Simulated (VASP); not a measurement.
Calculation: SCAN meta-GGA, VASP's PBE PAW potentials (set 64) (plane waves; VASP 6.6.1).

VASP input:

### KPOINTS
```
Automatic mesh
0
Gamma
8 8 4
0 0 0
```

### INCAR
```
ALGO  =  Normal
EDIFF  =  1E-7
EDIFFG  =  -0.01
ENCUT  =  520
IBRION  =  2
ISIF  =  4
ISMEAR  =  0
LASPH  =  .True.
LCHARG  =  .False.
LMAXMIX  =  4
LMIXTAU  =  .True.
LREAL  =  .False.
LWAVE  =  .False.
METAGGA  =  SCAN
NELM  =  100
NSW  =  30
PREC  =  Accurate
SIGMA  =  0.05
SYSTEM  =  ZnO
```

POSCAR:
```
ZnO
1
    1.6014693685    -2.7738267405     0.0000000000
    1.6014693685     2.7738267405     0.0000000000
    0.0000000000     0.0000000000     5.1453325976
Zn O
2 2
Direct
  0.6666670000   0.3333330000   0.5004393211
  0.3333330000   0.6666670000   0.0004393211
  0.6666670000   0.3333330000   0.8815606789
  0.3333330000   0.6666670000   0.3815606789
```

POTCAR, in this order: Zn O (PBE.64 set). Program: vasp_std.

Output

### OSZICAR
```
...
DAV:   8    -0.475925319679E+02   -0.19337E+01   -0.13984E+00  1708   0.314E+01    0.151E+00
DAV:   9    -0.453682052676E+02    0.22243E+01   -0.17752E+00  1678   0.260E+01    0.160E+00
DAV:  10    -0.458516764729E+02   -0.48347E+00   -0.48054E-01  1320   0.680E+00    0.323E-01
DAV:  11    -0.458528987815E+02   -0.12223E-02   -0.11732E-02  1626   0.108E+00    0.420E-01
DAV:  12    -0.458693529669E+02   -0.16454E-01   -0.19237E-03  1688   0.155E+00    0.275E-01
DAV:  13    -0.458731885658E+02   -0.38356E-02   -0.14133E-02  1326   0.413E+00    0.718E-01
DAV:  14    -0.458916142012E+02   -0.18426E-01   -0.11837E-02  1320   0.137E+00    0.704E-01
DAV:  15    -0.458916509540E+02   -0.36753E-04   -0.41821E-04  1566   0.211E-01    0.718E-01
DAV:  16    -0.458916074048E+02    0.43549E-04   -0.19854E-05  1720   0.700E-02    0.714E-01
DAV:  17    -0.458938470039E+02   -0.22396E-02   -0.23041E-03  1576   0.485E-01    0.715E-01
DAV:  18    -0.458939633284E+02   -0.11632E-03   -0.61978E-04  1520   0.511E-01    0.621E-01
DAV:  19    -0.458945553834E+02   -0.59205E-03   -0.41398E-04  1542   0.240E-01    0.563E-01
DAV:  20    -0.458943707826E+02    0.18460E-03   -0.72647E-05  1610   0.127E-01    0.587E-01
DAV:  21    -0.458943378852E+02    0.32897E-04   -0.29234E-06  1398   0.155E-02    0.586E-01
DAV:  22    -0.458939798246E+02    0.35806E-03   -0.25427E-04  1536   0.146E-01    0.587E-01
DAV:  23    -0.458936975426E+02    0.28228E-03   -0.22132E-04  2010   0.218E-01    0.527E-01
DAV:  24    -0.458935036905E+02    0.19385E-03   -0.21708E-04  2250   0.400E-01    0.410E-01
DAV:  25    -0.458934233751E+02    0.80315E-04   -0.31278E-04  2212   0.442E-01    0.258E-01
DAV:  26    -0.458934459157E+02   -0.22541E-04   -0.35860E-04  2080   0.520E-01    0.840E-02
DAV:  27    -0.458935070338E+02   -0.61118E-04   -0.22979E-04  1998   0.197E-01    0.257E-02
DAV:  28    -0.458935194416E+02   -0.12408E-04   -0.16352E-05  1876   0.701E-02    0.197E-02
DAV:  29    -0.458935114875E+02    0.79541E-05   -0.72576E-06  1520   0.326E-02    0.131E-02
DAV:  30    -0.458935080967E+02    0.33908E-05   -0.96921E-06  1410   0.281E-02    0.444E-03
DAV:  31    -0.458935072868E+02    0.80992E-06   -0.52580E-07  1304   0.912E-03    0.511E-03
DAV:  32    -0.458935095470E+02   -0.22602E-05   -0.28116E-07  1044   0.189E-02    0.222E-03
DAV:  33    -0.458935091260E+02    0.42099E-06   -0.20075E-07   864   0.909E-03    0.127E-03
DAV:  34    -0.458935087648E+02    0.36123E-06   -0.71633E-08   822   0.437E-03    0.508E-04
DAV:  35    -0.458935086213E+02    0.14342E-06   -0.41596E-08   678   0.201E-03    0.234E-04
DAV:  36    -0.458935084617E+02    0.15963E-06   -0.65332E-09   666   0.127E-03    0.221E-04
DAV:  37    -0.458935086914E+02   -0.22968E-06   -0.32254E-09   678   0.198E-03    0.197E-04
DAV:  38    -0.458935085635E+02    0.12784E-06   -0.57808E-10   678   0.489E-04    0.741E-05
DAV:  39    -0.458935085822E+02   -0.18698E-07   -0.60350E-10   678   0.342E-04
   1 F= -.45893509E+02 E0= -.45893509E+02  d E =-.458935E+02
       N       E                     dE             d eps       ncg     rms          rms(c)
DAV:   1    -0.458935258517E+02   -0.17288E-04   -0.20560E-01  1320   0.370E+00    0.164E-01
DAV:   2    -0.458938753675E+02   -0.34952E-03   -0.76461E-03  1434   0.867E-01    0.950E-02
DAV:   3    -0.458937064661E+02    0.16890E-03   -0.22794E-04  1344   0.191E-01    0.483E-02
DAV:   4    -0.458938390927E+02   -0.13263E-03   -0.17186E-04  1328   0.173E-01    0.537E-03
DAV:   5    -0.458937115717E+02    0.12752E-03   -0.11839E-04  1320   0.124E-01    0.659E-03
DAV:   6    -0.458937513675E+02   -0.39796E-04   -0.16004E-05  1332   0.489E-02    0.337E-03
DAV:   7    -0.458937230078E+02    0.28360E-04   -0.45776E-06  1428   0.264E-02    0.114E-03
DAV:   8    -0.458937437382E+02   -0.20730E-04   -0.28618E-06  1320   0.201E-02    0.572E-04
DAV:   9    -0.458937405353E+02    0.32029E-05   -0.14016E-07   974   0.424E-03    0.380E-04
DAV:  10    -0.458937402327E+02    0.30258E-06   -0.10955E-08   678   0.140E-03    0.273E-04
DAV:  11    -0.458937384387E+02    0.17941E-05   -0.17117E-08   678   0.186E-03    0.926E-05
DAV:  12    -0.458937387577E+02   -0.31907E-06   -0.37447E-09   678   0.970E-04    0.568E-05
DAV:  13    -0.458937386343E+02    0.12347E-06   -0.44435E-10   678   0.281E-04    0.372E-05
DAV:  14    -0.458937387487E+02   -0.11443E-06   -0.16197E-10   678   0.156E-04    0.334E-05
DAV:  15    -0.458937387580E+02   -0.92959E-08   -0.27535E-11   672   0.821E-05
   2 F= -.45893739E+02 E0= -.45893739E+02  d E =-.230176E-03
       N       E                     dE             d eps       ncg     rms          rms(c)
DAV:   1    -0.458937676895E+02   -0.28941E-04   -0.17344E-02  1320   0.107E+00    0.478E-02
DAV:   2    -0.458937681944E+02   -0.50492E-06   -0.64738E-04  1434   0.253E-01    0.276E-02
DAV:   3    -0.458937999194E+02   -0.31725E-04   -0.19734E-05  1352   0.555E-02    0.140E-02
DAV:   4    -0.458937643902E+02    0.35529E-04   -0.15176E-05  1320   0.513E-02    0.154E-03
DAV:   5    -0.458937955846E+02   -0.31194E-04   -0.10863E-05  1320   0.379E-02    0.194E-03
DAV:   6    -0.458937803340E+02    0.15251E-04   -0.11815E-06  1356   0.134E-02    0.102E-03
DAV:   7    -0.458937892188E+02   -0.88848E-05   -0.37379E-07  1364   0.757E-03    0.335E-04
DAV:   8    -0.458937818676E+02    0.73511E-05   -0.24250E-07  1140   0.590E-03    0.170E-04
DAV:   9    -0.458937825403E+02   -0.67269E-06   -0.12571E-08   678   0.124E-03    0.117E-04
DAV:  10    -0.458937827296E+02   -0.18927E-06   -0.89735E-10   678   0.437E-04    0.810E-05
DAV:  11    -0.458937830930E+02   -0.36346E-06   -0.88101E-10   666   0.462E-04    0.385E-05
DAV:  12    -0.458937830240E+02    0.69052E-07   -0.30381E-10   678   0.259E-04
   3 F= -.45893783E+02 E0= -.45893783E+02  d E =-.274442E-03
       N       E                     dE             d eps       ncg     rms          rms(c)
DAV:   1    -0.458940398813E+02   -0.25679E-03   -0.18683E-02  1320   0.114E+00    0.971E-02
DAV:   2    -0.458939218878E+02    0.11799E-03   -0.41524E-04  1520   0.317E-01    0.588E-02
DAV:   3    -0.458938214014E+02    0.10049E-03   -0.13869E-04  1488   0.182E-01    0.768E-03
DAV:   4    -0.458938666937E+02   -0.45292E-04   -0.80712E-05  1320   0.104E-01    0.359E-03
DAV:   5    -0.458938588276E+02    0.78661E-05   -0.15525E-05  1320   0.466E-02    0.239E-03
DAV:   6    -0.458938666500E+02   -0.78224E-05   -0.15671E-06  1356   0.152E-02    0.677E-04
DAV:   7    -0.458938617303E+02    0.49197E-05   -0.39712E-07  1380   0.806E-03    0.303E-04
DAV:   8    -0.458938644153E+02   -0.26850E-05   -0.96691E-08   888   0.426E-03    0.195E-04
DAV:   9    -0.458938634822E+02    0.93306E-06   -0.12111E-08   684   0.146E-03    0.921E-05
DAV:  10    -0.458938640097E+02   -0.52753E-06   -0.35271E-09   678   0.744E-04    0.407E-05
DAV:  11    -0.458938639770E+02    0.32704E-07   -0.78502E-10   672   0.335E-04
   4 F= -.45893864E+02 E0= -.45893864E+02  d E =-.809530E-04
       N       E                     dE             d eps       ncg     rms          rms(c)
DAV:   1    -0.458940915184E+02   -0.22751E-03   -0.20430E-02  1320   0.119E+00    0.102E-01
DAV:   2    -0.458939616900E+02    0.12983E-03   -0.45662E-04  1520   0.333E-01    0.616E-02
DAV:   3    -0.458938548883E+02    0.10680E-03   -0.15152E-04  1480   0.189E-01    0.810E-03
DAV:   4    -0.458939032874E+02   -0.48399E-04   -0.87802E-05  1320   0.108E-01    0.374E-03
DAV:   5    -0.458938954275E+02    0.78599E-05   -0.16987E-05  1320   0.489E-02    0.249E-03
DAV:   6    -0.458939039827E+02   -0.85552E-05   -0.18652E-06  1344   0.165E-02    0.693E-04
DAV:   7    -0.458938983953E+02    0.55874E-05   -0.54780E-07  1380   0.939E-03    0.331E-04
DAV:   8    -0.458939013683E+02   -0.29730E-05   -0.12224E-07   920   0.476E-03    0.208E-04
DAV:   9    -0.458939004025E+02    0.96585E-06   -0.14171E-08   708   0.157E-03    0.977E-05
DAV:  10    -0.458939009574E+02   -0.55490E-06   -0.40261E-09   672   0.786E-04    0.408E-05
DAV:  11    -0.458939009106E+02    0.46794E-07   -0.83183E-10   678   0.343E-04
   5 F= -.45893901E+02 E0= -.45893901E+02  d E =-.117887E-03
```

### OUTCAR
```
------------------------ aborting loop because EDIFF is reached ----------------------------------------
  FORCE on cell =-STRESS in cart. coord.  units (eV):
  Direction    XX          YY          ZZ          XY          YZ          ZX
  --------------------------------------------------------------------------------------
  Total        1.5439701      1.5439706      1.5647405     -0.0000000      0.0000000      0.0000000
  in kB       54.1138008     54.1138193     54.8417738     -0.0000000      0.0000000      0.0000000
  external PRESSURE =      54.3564647 kB  Pullay stress =       0.0000000 kB
  volume of cell :       45.71
      direct lattice vectors                 reciprocal lattice vectors
     1.600721934 -2.772532194 -0.000000000     0.312359061 -0.180340557  0.000000000
     1.600721934  2.772532194 -0.000000000     0.312359061  0.180340557 -0.000000000
     0.000000000  0.000000000  5.150138711     0.000000000 -0.000000000  0.194169527
  FREE ENERGIE OF THE ION-ELECTRON SYSTEM (eV)
  ---------------------------------------------------
  free  energy   TOTEN  =       -45.8939009106 eV

  energy  without entropy=      -45.8939009106  energy(sigma->0) =      -45.89390091

 reached required accuracy - stopping structural energy minimisation
```
(Selected blocks of OUTCAR.)

CONTCAR:
```
ZnO
   1.00000000000000
     1.6007219341937151   -2.7725321935167888   -0.0000000000000000
     1.6007219341937151    2.7725321935167888   -0.0000000000000000
     0.0000000000000000    0.0000000000000000    5.1501387108960532
  Zn              O
     2     2
Direct
     0.6666669999999968    0.3333330000000032    0.5011428541841344
     0.3333330000000032    0.6666669999999968    0.0011428541841272
     0.6666669999999968    0.3333330000000032    0.8808571458158706
     0.3333330000000032    0.6666669999999968    0.3808571458158707
```

The compound is ZnO in the wurtzite structure. This cell is one point of a volume scan, at 0.97 of the reference volume. Symmetry was kept, so distortions that lower it aren't found.
